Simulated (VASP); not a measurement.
Al (space group Fm-3m): the measured cell of entry 9012002 of the Crystallography Open Database is

Space group Fm-3m (No. 225); a = b = c = 4.0496 Å, α = β = γ = 90.00°

```csv
atom,site,symmetry,x,y,z
Al,4a,m-3m,0.0000,0.0000,0.0000
```
(The calculation used a cell of 1 atom; values per cell refer to that cell.)

Calculation: SCAN meta-GGA, VASP's PBE PAW potentials (set 64) (plane waves; VASP). Run with 400 eV cut-off, 18×18×18 Γ-centred mesh, tetrahedra with Blöchl corrections, potentials Al.

The calculation is for a static lattice at zero pressure; the measurement, at 298 K, holds thermal and zero-point expansion. The entry's conditions were not checked, so it may have been measured under pressure.

Question: How far does the relaxed conventional cell lie from the measured one?

Answer: 
```csv
,measured,computed,difference
a (Å),4.050,4.000,-1.2 %
V (Å³/atom),16.60,16.01,-3.6 %
```

The structure comes from a measured Al entry (Fm-3m) of the Crystallography Open Database, whose conditions weren't checked. It was relaxed first. Symmetry was kept, so distortions that lower it aren't found.
